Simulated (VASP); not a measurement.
# Y: which input changes matter, part 3 of 3

Which changes to a sound input spoil a run on Y, which are harmless, and which give a warning? All runs use PBE. The start is a cell from a database of measured crystal structures.

VASP 6.6.1; PBE; plane waves and PAW (Y_sv).

Still holding for the runs below: The k-mesh is coarse for a metal.

So far. Step 2 (Reference run): The pressure is -0.25 GPa and the largest force 0.000 eV/Å. Step 3 (Self-consistent run (PBE), changed input): Against the reference run the energy at zero smearing moves by +2.04 meV an atom and the pressure by +0.05 GPa.

**7. Full relaxation (PBE), changed input, try 2**

This run is made with a changed input; what comes of it follows.

INCAR

```
SYSTEM = Y
PREC = Normal
ENCUT = 250
EDIFF = 1E-06
NELM = 65
ISMEAR = -1
SIGMA = 0.05
LREAL = .FALSE.
ALGO = Normal
GGA = PE
NBANDS = 17
LASPH = .TRUE.
LORBIT = 11
LWAVE = .FALSE.
LCHARG = .FALSE.
KPAR = 2
IBRION = 2
NSW = 30
ISIF = 3
EDIFFG = -0.01
```

POSCAR

```
Y
1.0
    3.6474000000      0.0000000000      0.0000000000
   -1.8237000000      3.1587410578      0.0000000000
    0.0000000000      0.0000000000      5.7306000000
Y
2
Direct
    0.3333333333      0.6666666667      0.2500000000
    0.6666666667      0.3333333333      0.7500000000
```

KPOINTS

```
Automatic mesh
0
Gamma
8 8 5
0 0 0
```

PAW data sets: Y_sv (PBE family, release 64).

On the command line:

```console
mpirun -np 2 vasp_std
```

Output:

```text
[... set-up lines as in an earlier step ...]
 entering main loop
       N       E                     dE             d eps       ncg     rms          rms(c)
DAV:   1     0.607744380149E+02    0.60774E+02   -0.80713E+03  1068   0.744E+02
DAV:   2    -0.724095787906E+01   -0.68015E+02   -0.66652E+02  1340   0.187E+02
DAV:   3    -0.131629010828E+02   -0.59219E+01   -0.59062E+01  1773   0.356E+01
DAV:   4    -0.132691543179E+02   -0.10625E+00   -0.10620E+00  1300   0.518E+00
DAV:   5    -0.132716368212E+02   -0.24825E-02   -0.24822E-02  1459   0.604E-01    0.330E+01
DAV:   6    -0.129333418631E+02    0.33829E+00   -0.42792E-01  1131   0.412E+00    0.204E+01
DAV:   7    -0.128686983033E+02    0.64644E-01   -0.81670E-01  1306   0.526E+00    0.176E+00
DAV:   8    -0.128580458005E+02    0.10653E-01   -0.15643E-01  1268   0.231E+00    0.129E+00
DAV:   9    -0.128570891525E+02    0.95665E-03   -0.36864E-03  1540   0.381E-01    0.355E-01
DAV:  10    -0.128570846067E+02    0.45458E-05   -0.15200E-03  1159   0.295E-01    0.352E-01
DAV:  11    -0.128570365572E+02    0.48050E-04   -0.12198E-04  1286   0.778E-02    0.566E-02
DAV:  12    -0.128570470406E+02   -0.10483E-04   -0.17821E-05  1332   0.307E-02    0.973E-03
DAV:  13    -0.128570503400E+02   -0.32995E-05   -0.15374E-06   968   0.995E-03    0.159E-03
DAV:  14    -0.128570503844E+02   -0.44334E-07   -0.12832E-07   692   0.272E-03
   1 F= -.12857050E+02 E0= -.12836863E+02  d E =-.128571E+02
 curvature:   0.00 expect dE= 0.000E+00 dE for cont linesearch  0.000E+00
 trial: gam= 0.00000 g(F)=  0.904E-47 g(S)=  0.538E-02 ort = 0.000E+00 (trialstep = 0.100E+01)
 search vector abs. value=  0.538E-02
 bond charge predicted
       N       E                     dE             d eps       ncg     rms          rms(c)
DAV:   1    -0.129188537075E+02   -0.61803E-01   -0.12981E+00  1399   0.731E+00    0.168E+00
DAV:   2    -0.128687343591E+02    0.50119E-01   -0.14322E-01  1318   0.236E+00    0.810E-01
DAV:   3    -0.128552800059E+02    0.13454E-01   -0.11492E-01  1599   0.167E+00    0.534E-01
DAV:   4    -0.128567880885E+02   -0.15081E-02   -0.84982E-03  1246   0.463E-01    0.291E-01
DAV:   5    -0.128589206353E+02   -0.21325E-02   -0.22579E-03  1730   0.162E-01    0.123E-01
DAV:   6    -0.128592642562E+02   -0.34362E-03   -0.31781E-04  1169   0.125E-01    0.192E-02
DAV:   7    -0.128593367073E+02   -0.72451E-04   -0.29563E-04  1782   0.488E-02    0.207E-02
DAV:   8    -0.128593426615E+02   -0.59542E-05   -0.11370E-05  1460   0.176E-02    0.153E-02
DAV:   9    -0.128593434307E+02   -0.76923E-06   -0.61342E-07   701   0.467E-03
   2 F= -.12859343E+02 E0= -.12839236E+02  d E =-.229305E-02
[...]
3 F= -.12859399E+02 E0= -.12839283E+02  d E =-.234863E-02
[...]
4 F= -.12859399E+02 E0= -.12839284E+02  d E =-.234846E-02
 curvature:  -0.38 expect dE=-0.439E-04 dE for cont linesearch -0.601E-06
 ZBRENT: accuracy reached
 trial: gam= 0.03842 g(F)=  0.149E-46 g(S)=  0.115E-03 ort =-0.920E-04 (trialstep = 0.975E+00)
 search vector abs. value=  0.116E-03
 bond charge predicted
       N       E                     dE             d eps       ncg     rms          rms(c)
DAV:   1    -0.128597807113E+02   -0.38268E-03   -0.16298E-02  1020   0.928E-01    0.100E-01
DAV:   2    -0.128595627614E+02    0.21795E-03   -0.57506E-04  1189   0.155E-01    0.551E-02
DAV:   3    -0.128594750186E+02    0.87743E-04   -0.26780E-04  1333   0.105E-01    0.344E-02
DAV:   4    -0.128594760911E+02   -0.10724E-05   -0.10851E-05  1367   0.203E-02    0.191E-02
DAV:   5    -0.128594763747E+02   -0.28370E-06   -0.50673E-06  1215   0.120E-02
   5 F= -.12859476E+02 E0= -.12839344E+02  d E =-.775271E-04
 trial-energy change:   -0.000078  1 .order   -0.000077   -0.000108   -0.000045
 step:   1.6588(harm=  1.6588)  dis= 0.00000  next Energy=   -12.859491 (dE=-0.923E-04)
 reached required accuracy - stopping structural energy minimisation
```

The job ended after 23 s (2 MPI ranks of AMD EPYC 7R43, shared host; peak memory 0.19 GiB).

OUTCAR, selected parts (step 7):

```text
   ENCUT  =  250.0 eV  18.37 Ry    4.29 a.u.   4.70  4.70  7.39*2*pi/ulx,y,z

   NELECT =      22.0000    total number of electrons

 E-fermi :   3.0462

 k-point     1 :       0.0000    0.0000    0.0000
  band No.  band energies     occupation
    ...
      6     -19.3069      2.00000
      7     -19.3069      2.00000
      8     -19.2700      2.00000
      9      -1.6264      2.00000
     10       1.2000      2.00000
     11       4.0086      0.00000
     12       4.8112      0.00000
     13       4.8113      0.00000
     14       5.1516      0.00000
     15       5.4323      0.00000
    ...

  Total        0.0183648      0.0183648     -0.0131190      0.0000000      0.0000000      0.0000000
  in kB        0.4528881      0.4528881     -0.3235246      0.0000000      0.0000000      0.0000000
  external PRESSURE =       0.1940839 kB  Pullay stress =       0.0000000 kB

 POSITION                                       TOTAL-FORCE (eV/Angst)
 -----------------------------------------------------------------------------------
     -0.00000      2.09845      1.41970         0.000000     -0.000000      0.000000
      1.81731      1.04922      4.25910        -0.000000      0.000000      0.000000
 -----------------------------------------------------------------------------------
    total drift:                               -0.000000      0.000000     -0.000000

  FREE ENERGIE OF THE ION-ELECTRON SYSTEM (eV)
  ---------------------------------------------------
  free  energy   TOTEN  =       -12.8594763747 eV

  energy  without entropy=      -12.8192120827  energy(sigma->0) =      -12.83934423

[... 7 parts as in an earlier step ...]

[... 10 further parts left out ...]
```

CONTCAR:

```
Y
   1.00000000000000
     3.6346199009594007   -0.0000000000000000    0.0000000000000000
    -1.8173099504797003    3.1476731673675742   -0.0000000000000000
     0.0000000000000000   -0.0000000000000000    5.6787986990711197
  Y
     2
Direct
     0.3333333332999970    0.6666666667000030    0.2500000000000000
     0.6666666667000030    0.3333333332999970    0.7500000000000000
```

Convergence was reached, but on settings outside the sound range, so the numbers are no properties of the crystal.

The fault in the input: cell relaxed at a low cutoff (ENCUT = 250 and PREC = "Normal"). Relax cells at about 1.3 times the default cutoff with PREC = Accurate.

**8. Total energy, forces and stress (PBE), changed input, try 2**

A single point gives energy, forces and stress at these settings. Some settings are moved from the usual, to see what they do.

INCAR

```
SYSTEM = Y
PREC = Accurate
ENCUT = 400
EDIFF = 1E-06
NELM = 100
ISMEAR = 1
SIGMA = 0.02
LREAL = .FALSE.
ALGO = Normal
GGA = PE
NBANDS = 35
LASPH = .TRUE.
LORBIT = 11
LWAVE = .FALSE.
LCHARG = .FALSE.
KPAR = 2
ISIF = 2
NELMIN = 8
```

POSCAR is that of step 7.

KPOINTS is that of step 7.

On the command line:

```console
mpirun -np 2 vasp_std
```

Output:

```text
[... set-up lines as in an earlier step ...]
 entering main loop
       N       E                     dE             d eps       ncg     rms          rms(c)
DAV:   1     0.107478366416E+03    0.10748E+03   -0.78888E+03  2100   0.491E+02
DAV:   2    -0.467762043598E+01   -0.11216E+03   -0.10690E+03  2584   0.162E+02
DAV:   3    -0.129794760204E+02   -0.83019E+01   -0.80013E+01  3271   0.285E+01
DAV:   4    -0.132473904274E+02   -0.26791E+00   -0.26772E+00  2434   0.520E+00
DAV:   5    -0.132497365778E+02   -0.23462E-02   -0.23460E-02  2552   0.422E-01    0.329E+01
DAV:   6    -0.129181298557E+02    0.33161E+00   -0.18017E-01  2393   0.205E+00    0.203E+01
DAV:   7    -0.128607333428E+02    0.57397E-01   -0.35670E-01  2780   0.265E+00    0.160E+00
DAV:   8    -0.128484802801E+02    0.12253E-01   -0.62197E-02  2346   0.119E+00    0.256E-01
DAV:   9    -0.128485483396E+02   -0.68060E-04   -0.39666E-03  2513   0.277E-01    0.232E-01
DAV:  10    -0.128484584695E+02    0.89870E-04   -0.19861E-04  2571   0.664E-02    0.156E-01
DAV:  11    -0.128484788609E+02   -0.20391E-04   -0.88932E-05  2247   0.468E-02    0.317E-02
DAV:  12    -0.128484786610E+02    0.19993E-06   -0.36111E-06  2347   0.875E-03
   1 F= -.12848479E+02 E0= -.12848452E+02  d E =-.787042E-04
```

Run time: 23 s. Hardware: 2 MPI ranks; peak memory 0.3 GiB.

OUTCAR, selected parts (step 8):

```text
   k-points           NKPTS =     30   k-points in BZ     NKDIM =     30   number of bands    NBANDS=     35

   NELECT =      22.0000    total number of electrons

 E-fermi :   2.9496

 k-point     1 :       0.0000    0.0000    0.0000
  band No.  band energies     occupation
    ...
      6     -19.4405      2.00000
      7     -19.4405      2.00000
      8     -19.4024      2.00000
      9      -1.7049      2.00000
     10       1.1217      2.00000
     11       3.8401      0.00000
     12       4.7212      0.00000
     13       4.7212      0.00000
     14       5.0134      0.00000
     15       5.3188      0.00000
    ...

  Total       -0.1255088     -0.1255088     -0.0949597     -0.0000000     -0.0000000      0.0000000
  in kB       -3.0457002     -3.0457002     -2.3043705     -0.0000000     -0.0000000      0.0000000
  external PRESSURE =      -2.7985903 kB  Pullay stress =       0.0000000 kB

 POSITION                                       TOTAL-FORCE (eV/Angst)
 -----------------------------------------------------------------------------------
     -0.00000      2.10583      1.43265         0.000000      0.000000      0.000000
      1.82370      1.05291      4.29795        -0.000000      0.000000      0.000000
 -----------------------------------------------------------------------------------
    total drift:                               -0.000000      0.000000     -0.000000

  FREE ENERGIE OF THE ION-ELECTRON SYSTEM (eV)
  ---------------------------------------------------
  free  energy   TOTEN  =       -12.8484786610 eV

  energy  without entropy=      -12.8483999567  energy(sigma->0) =      -12.84845243

[... 8 parts as in an earlier step ...]

[... 8 further parts left out ...]
```

NELMIN acts on the way to self-consistency or on speed; a fully converged result doesn't depend on them, though slow mixing can meet EDIFF with the stress still off.

This step gave:

```
SCF cycles : 12
bands      : 35
pressure   : -0.2799 GPa
```

Against the reference run the energy at zero smearing moves by +1.91 meV an atom and the pressure by -0.03 GPa.

**9. Relaxing cell and atoms (PBE)**

The start need not lie at this functional's minimum. ISIF = 3 frees volume, shape and positions, and EDIFFG sets the threshold on forces and stress at which the search stops.

INCAR

```
SYSTEM = Y
PREC = Accurate
ENCUT = 400
EDIFF = 1E-06
NELM = 100
ISMEAR = -1
SIGMA = 0.05
LREAL = .FALSE.
ALGO = Normal
GGA = PE
NBANDS = 17
LASPH = .TRUE.
LORBIT = 11
LWAVE = .FALSE.
LCHARG = .FALSE.
KPAR = 2
IBRION = 2
NSW = 60
ISIF = 3
EDIFFG = -0.01
```

POSCAR is that of step 8.

KPOINTS is that of step 8.

On the command line:

```console
mpirun -np 2 vasp_std
```

Output:

```text
[... set-up lines as in an earlier step ...]
 entering main loop
       N       E                     dE             d eps       ncg     rms          rms(c)
DAV:   1     0.750355328776E+02    0.75036E+02   -0.10161E+04  1020   0.102E+03
DAV:   2    -0.641096386221E+01   -0.81446E+02   -0.80216E+02  1275   0.233E+02
DAV:   3    -0.131114277961E+02   -0.67005E+01   -0.66598E+01  1833   0.405E+01
DAV:   4    -0.132682859602E+02   -0.15686E+00   -0.15659E+00  1219   0.664E+00
DAV:   5    -0.132728776920E+02   -0.45917E-02   -0.45912E-02  1552   0.803E-01    0.329E+01
DAV:   6    -0.129398981879E+02    0.33298E+00   -0.43418E-01  1134   0.420E+00    0.204E+01
DAV:   7    -0.128837959110E+02    0.56102E-01   -0.84830E-01  1342   0.542E+00    0.178E+00
DAV:   8    -0.128734069690E+02    0.10389E-01   -0.16610E-01  1295   0.239E+00    0.123E+00
DAV:   9    -0.128723455147E+02    0.10615E-02   -0.40940E-03  1468   0.404E-01    0.404E-01
DAV:  10    -0.128724951969E+02   -0.14968E-03   -0.17760E-03  1169   0.388E-01    0.334E-01
DAV:  11    -0.128724330779E+02    0.62119E-04   -0.12834E-04  1386   0.100E-01    0.424E-02
DAV:  12    -0.128724287392E+02    0.43387E-05   -0.27124E-05  1219   0.447E-02    0.207E-02
DAV:  13    -0.128724299247E+02   -0.11855E-05   -0.48388E-06  1203   0.202E-02    0.992E-04
DAV:  14    -0.128724300444E+02   -0.11973E-06   -0.11037E-07   831   0.228E-03
   1 F= -.12872430E+02 E0= -.12852265E+02  d E =-.128724E+02
 curvature:   0.00 expect dE= 0.000E+00 dE for cont linesearch  0.000E+00
 trial: gam= 0.00000 g(F)=  0.127E-46 g(S)=  0.124E-02 ort = 0.000E+00 (trialstep = 0.100E+01)
 search vector abs. value=  0.124E-02
 bond charge predicted
       N       E                     dE             d eps       ncg     rms          rms(c)
DAV:   1    -0.128830880257E+02   -0.10658E-01   -0.25896E-01  1304   0.341E+00    0.675E-01
DAV:   2    -0.128748986215E+02    0.81894E-02   -0.24306E-02  1287   0.989E-01    0.341E-01
DAV:   3    -0.128724547732E+02    0.24438E-02   -0.19750E-02  1697   0.727E-01    0.240E-01
DAV:   4    -0.128726551646E+02   -0.20039E-03   -0.12424E-03  1250   0.189E-01    0.137E-01
DAV:   5    -0.128729712103E+02   -0.31605E-03   -0.16952E-04  1454   0.746E-02    0.449E-02
DAV:   6    -0.128730683058E+02   -0.97095E-04   -0.16207E-04  1551   0.480E-02    0.158E-02
DAV:   7    -0.128730773023E+02   -0.89965E-05   -0.13222E-05  1602   0.171E-02    0.328E-03
DAV:   8    -0.128730772063E+02    0.95963E-07   -0.90947E-07   642   0.662E-03
   2 F= -.12873077E+02 E0= -.12852935E+02  d E =-.647162E-03
[...]
3 F= -.12873077E+02 E0= -.12852935E+02  d E =-.647411E-03
[...]
4 F= -.12873166E+02 E0= -.12853004E+02  d E =-.882716E-04
 trial-energy change:   -0.000088  1 .order   -0.000100   -0.000136   -0.000065
 step:   1.9288(harm=  1.9288)  dis= 0.00000  next Energy=   -12.873208 (dE=-0.131E-03)
 bond charge predicted
       N       E                     dE             d eps       ncg     rms          rms(c)
DAV:   1    -0.128736202861E+02   -0.45426E-03   -0.19877E-02  1022   0.101E+00    0.129E-01
DAV:   2    -0.128732855805E+02    0.33471E-03   -0.97140E-04  1195   0.205E-01    0.690E-02
DAV:   3    -0.128731596284E+02    0.12595E-03   -0.62714E-04  1438   0.146E-01    0.452E-02
DAV:   4    -0.128731635953E+02   -0.39670E-05   -0.32145E-05  1311   0.343E-02    0.285E-02
DAV:   5    -0.128731668938E+02   -0.32985E-05   -0.10780E-05  1360   0.171E-02    0.883E-03
DAV:   6    -0.128731666044E+02    0.28939E-06   -0.68277E-07   586   0.682E-03
   5 F= -.12873167E+02 E0= -.12852987E+02  d E =-.891490E-04
 curvature:  -1.06 expect dE=-0.281E-05 dE for cont linesearch -0.273E-05
 trial: gam= 0.00000 g(F)=  0.120E-48 g(S)=  0.266E-05 ort =-0.196E-04 (trialstep = 0.119E+01)
 search vector abs. value=  0.266E-05
 reached required accuracy - stopping structural energy minimisation
```

Wall time 45 s (2 MPI ranks); peak memory 0.29 GiB; 89 s of CPU time.

From OUTCAR (step 9):

```text
   NELECT =      22.0000    total number of electrons

 E-fermi :   2.9886

 k-point     1 :       0.0000    0.0000    0.0000
  band No.  band energies     occupation
    ...
      6     -19.3979      2.00000
      7     -19.3979      2.00000
      8     -19.3605      2.00000
      9      -1.6863      2.00000
     10       1.1544      2.00000
     11       3.9342      0.00000
     12       4.7412      0.00000
     13       4.7412      0.00000
     14       5.1012      0.00000
     15       5.3594      0.00000
    ...

  Total       -0.0067365     -0.0067365      0.0044241      0.0000000      0.0000000      0.0000000
  in kB       -0.1643612     -0.1643612      0.1079426      0.0000000      0.0000000      0.0000000
  external PRESSURE =      -0.0735932 kB  Pullay stress =       0.0000000 kB

 POSITION                                       TOTAL-FORCE (eV/Angst)
 -----------------------------------------------------------------------------------
     -0.00000      2.10793      1.42207         0.000000     -0.000000      0.000000
      1.82552      1.05397      4.26620        -0.000000      0.000000      0.000000
 -----------------------------------------------------------------------------------
    total drift:                               -0.000000      0.000000     -0.000000

  FREE ENERGIE OF THE ION-ELECTRON SYSTEM (eV)
  ---------------------------------------------------
  free  energy   TOTEN  =       -12.8731666044 eV

  energy  without entropy=      -12.8328067682  energy(sigma->0) =      -12.85298669

[... 9 parts as in an earlier step ...]

[... 9 further parts left out ...]
```

The run keeps the 24 symmetry operations of its start, so it cannot find a distortion of lower symmetry.

Step by step:

```
step  energy less that of the first step (eV)  largest force (eV/Å)  pressure (GPa)  volume (Å³)
   1                                   0.0000                0.0000           -0.25        66.02
   2                                  -0.0006                0.0000            0.06        65.53
   3                                  -0.0006                0.0000            0.06        65.53
   4                                  -0.0007                0.0000            0.03        65.60
   5                                  -0.0007                0.0000           -0.01        65.67
```

```
conventional cell, symmetrised  before  after  change
                         a (Å)   3.647  3.651  +0.1 %
                         b (Å)   3.647  3.651  +0.1 %
                         c (Å)   5.731  5.688  -0.7 %
              volume (Å³/atom)   33.01  32.83  -0.5 %
```

Final coordinates:

```cif
data_structure
_symmetry_space_group_name_H-M 'P 1'
_symmetry_Int_Tables_number 1
_cell_length_a 3.6510
_cell_length_b 3.6510
_cell_length_c 5.6883
_cell_angle_alpha 90.000
_cell_angle_beta 90.000
_cell_angle_gamma 120.000
_cell_volume 65.67
loop_
_atom_site_label
_atom_site_type_symbol
_atom_site_fract_x
_atom_site_fract_y
_atom_site_fract_z
_atom_site_occupancy
Y1 Y 0.33333 0.66667 0.25000 1
Y2 Y 0.66667 0.33333 0.75000 1
```

This step gave:

| Property | Result |
| --- | --- |
| bands | 17 |
| free energy (TOTEN) | -12.87 eV |
| Fermi energy | 2.989 eV |
| pressure | -0.007359 GPa |
| SCF cycles over all ionic steps | 37 |

It ends with forces that vanish by symmetry and a pressure of -0.01 GPa.

**10. Side by side**

| changed | job | ended | energy (meV/atom) | pressure (GPa) | volume (%) |
| --- | --- | --- | --- | --- | --- |
| ISMEAR = 1, SIGMA = 0.005, LREAL = Auto | single point | converged, with a warning or advice | +2.04 | +0.05 | - |
| ISMEAR = 0, SIGMA = 3.0 | single point | converged, with a warning or advice | -453.35 | +6.44 | - |
| k = 2×2×1, PREC = Normal | single point | converged | -606.30 | -8.32 | - |
| ISMEAR = 0, SIGMA = 0.005, k = 4×4×2 | relaxation | converged | - | - | +1.8 |
| ENCUT = 250, PREC = Normal | relaxation | converged | - | - | -1.1 |
| ISMEAR = 1, SIGMA = 0.02, NELMIN = 8, NBANDS = 35 | single point | converged | +1.91 | -0.03 | - |

**11. Results**

```yaml
ismear_1_sigma_0p005_lreal_auto_single_point: converged, with a warning or advice, +2.04 meV/atom
ismear_0_sigma_3p0_single_point: converged, with a warning or advice, -453.35 meV/atom
k_2x2x1_prec_normal_single_point: converged, -606.30 meV/atom
ismear_0_sigma_0p005_k_4x4x2_relaxation: converged, volume +1.8 %
encut_250_prec_normal_relaxation: converged, volume -1.1 %
ismear_1_sigma_0p02_nelmin_8_nbands_35_single_point: converged, +1.91 meV/atom
```

**Reading.** Changes that show themselves, by a stop, a warning or no convergence: ISMEAR = 1, SIGMA = 0.005, LREAL = Auto; ISMEAR = 0, SIGMA = 3.0 (where several settings stand together, the step names the one at fault, if it is known). Changes that converge quietly and move the result by over 10 meV an atom or 1 % in volume: k = 2×2×1, PREC = Normal; ISMEAR = 0, SIGMA = 0.005, k = 4×4×2; ENCUT = 250, PREC = Normal. Differences of single points are from the reference run, and of volumes from the sound relaxation. The k-sampling is coarse for a metal, so the Fermi level, pressures and the shape of the cell carry errors.

[Lines on the potential files, build, host, timing and source positions are cut from VASP's logs without a mark.]

[Logs are printed without paths, hosts, clocks, repeated set-up lines and the standing remarks that a program may print on its own settings, such as how far it seeks lower states.]

[Hosts, paths, dates, database ids (printed as entryN), source tags and the programs' standing remarks are cut or masked in the printed files.]

[A measured line is paired with the nearest computed mode of its activity, which favours agreement.]
